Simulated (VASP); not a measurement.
VASP ran on this input.

**INCAR**
```
PARAM1 = 0.1833333333
LCHARG = F
EDIFFG = -0.01   # ionic stop
NELM = 100   # most electronic steps
ISMEAR = 0   # Gaussian
ISIF = 4
SIGMA = 0.05   # width (eV)
ENCUT = 520   # plane-wave cut-off (eV)
LWAVE = F
NSW = 30   # most ionic steps
LASPH = T
IBRION = 2
LREAL = F
EDIFF = 1E-7   # SCF stop (eV)
PARAM2 = 0.22
PREC = Accurate
LUSE_VDW = T
ALGO = Normal
SYSTEM = SiO2
AGGAC = 0.0
GGA = BO
```

**POSCAR**
```
SiO2
1
    4.2953849550     0.0000000000     0.0000000000
    0.0000000000     4.2953849550     0.0000000000
    0.0000000000     0.0000000000     2.7525654662
Si O
2 4
Direct
  0.0000000000   0.0000000000   0.0000000000
  0.5000000000   0.5000000000   0.5000000000
  0.3061099495   0.3061099495   0.0000000000
  0.8061099495   0.1938900505   0.5000000000
  0.1938900505   0.8061099495   0.5000000000
  0.6938900505   0.6938900505   0.0000000000
```

File KPOINTS:
```
Regular mesh
0
gamma
5 5 8
0 0 0
```

POTCAR, in this order: Si O (PBE.64 set). Program: vasp_std.

**Question.** Write an equivalent input for Quantum ESPRESSO's pw.x.

**Answer.** One equivalent input (not run):
```
&CONTROL
  calculation = 'vc-relax'
  pseudo_dir = './pseudo'
  outdir = './out'
  tprnfor = .true.
  tstress = .true.
  nstep = 30
  forc_conv_thr = 0.00039
/
&SYSTEM
  ibrav = 0
  nat = 6
  ntyp = 2
  ecutwfc = 84
  occupations = 'smearing'
  smearing = 'gaussian'
  degauss = 0.003675
  input_dft = 'vdw-df-obk8'
/
&ELECTRONS
  conv_thr = 7.3e-09
  electron_maxstep = 100
/
&IONS
/
&CELL
  cell_dofree = 'shape'
/
ATOMIC_SPECIES
  Si 28.085 Si.upf
  O 15.999 O.upf
CELL_PARAMETERS angstrom
     4.2953850    0.0000000    0.0000000
     0.0000000    4.2953850    0.0000000
     0.0000000    0.0000000    2.7525655
ATOMIC_POSITIONS crystal
  Si   0.0000000  0.0000000  0.0000000
  Si   0.5000000  0.5000000  0.5000000
  O    0.3061099  0.3061099  0.0000000
  O    0.8061099  0.1938901  0.5000000
  O    0.1938901  0.8061099  0.5000000
  O    0.6938901  0.6938901  0.0000000
K_POINTS automatic
  5 5 8 0 0 0
```
The two are equivalent in intent, not identical: the potentials are each code's own (VASP's PAW set, PseudoDojo norm-conserving files in pw.x), so ENCUT and ecutwfc are chosen apart and not converted; conv_thr bounds pw.x's estimated SCF error, while EDIFF bounds the energy change between steps; forc_conv_thr acts on force components and is met together with etot_conv_thr.

The compound is SiO2 in the rutile structure, stishovite, a high-pressure form. This cell is one point of a volume scan, at 1.06 of the reference volume. Symmetry was kept, so distortions that lower it aren't found.
